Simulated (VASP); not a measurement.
InSb:

```
In Sb
1.0
     0.00000    3.23910    3.23910
     3.23910    0.00000    3.23910
     3.23910    3.23910    0.00000
In Sb
1 1
Direct
  0.00000 0.00000 0.00000
  0.25000 0.25000 0.25000
```

Base run:

* Program: VASP 6.6.1
* Functional: PBE
* Potentials or basis: VASP PAW PBE potentials, release 64 (In_d, Sb)
* Cutoff: 520 eV
* k mesh: 8 × 8 × 8
* Occupations: fermi-dirac, width 0.05 eV
* Spin: no spin polarisation

Its results: band gap on the k mesh none (metal or under the smearing width); pressure 3.1 GPa.

Question: After a change of settings the same cell gave: band gap on the k mesh 0.24 eV, direct; pressure 1.7 GPa. Which change was it?
A. functional from PBE to PBEsol
B. functional from PBE to r2SCAN; further incar settings from ALGO = Fast; EDIFF = 1e-06 to ALGO = Normal; EDIFF = 1e-06
C. functional from PBE to LDA; potentials or basis from VASP PAW PBE potentials, release 64 (In_d, Sb) to VASP PAW LDA potentials, release 64 (In_d, Sb)

Answer: B.

Caveats: this crystal is a semiconductor, whose small gap the functional closes, so the metal is an error of the method (some runs); the PAW data sets were made with another functional, which shifts forces and pressure a little (some runs); spin-orbit coupling is left out, which moves the levels of the heavy elements (some runs).
